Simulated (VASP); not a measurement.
K2Li2Cl4 (ordered alloy cell): computed properties

Calculation: PBEsol GGA, VASP's PBE PAW potentials (set 64) (plane waves; VASP).

```json
{
 "space_group": "R-3m (166)",
 "cell": "a = b = 3.9460 Å, c = 40.4852 Å, α = β = 90.00°, γ = 120.00°",
 "volume_per_atom": "22.75 Å³/atom",
 "band gap (over mesh and band path)": "5.02 eV",
 "smallest direct gap (over mesh and band path)": "5.02 eV",
 "band_edge_character": "indirect, F-Γ at 0.82 to Γ",
 "density": "2.13 g/cm³"
}
```

```cif
data_Cl12K6Li6
_chemical_formula_sum 'Li6 Cl12 K6'
_space_group_name_H-M_alt 'R-3m :H'
_space_group_IT_number 166
_space_group_name_Hall '-R 3 2"'
_cell_length_a 3.94602
_cell_length_b 3.94602
_cell_length_c 40.48518
_cell_angle_alpha 90.000
_cell_angle_beta 90.000
_cell_angle_gamma 120.000
loop_
_atom_site_label
_atom_site_type_symbol
_atom_site_symmetry_multiplicity
_atom_site_Wyckoff_symbol
_atom_site_fract_x
_atom_site_fract_y
_atom_site_fract_z
_atom_site_occupancy
Li1 Li 6 c 0.00000 0.00000 0.13260 1
Cl1 Cl 3 b 0.00000 0.00000 0.50000 1
Cl2 Cl 6 c 0.00000 0.00000 0.23439 1
Cl3 Cl 3 a 0.00000 0.00000 0.00000 1
K1 K 6 c 0.00000 0.00000 0.38275 1
```
(The calculation used a cell of 8 atoms; values per cell refer to that cell.)

The structure was generated: K2Li2Cl4 was put into an ordered model structure (R-3m), which need not be its known phase. It was relaxed first. Symmetry was kept, so distortions that lower it aren't found.
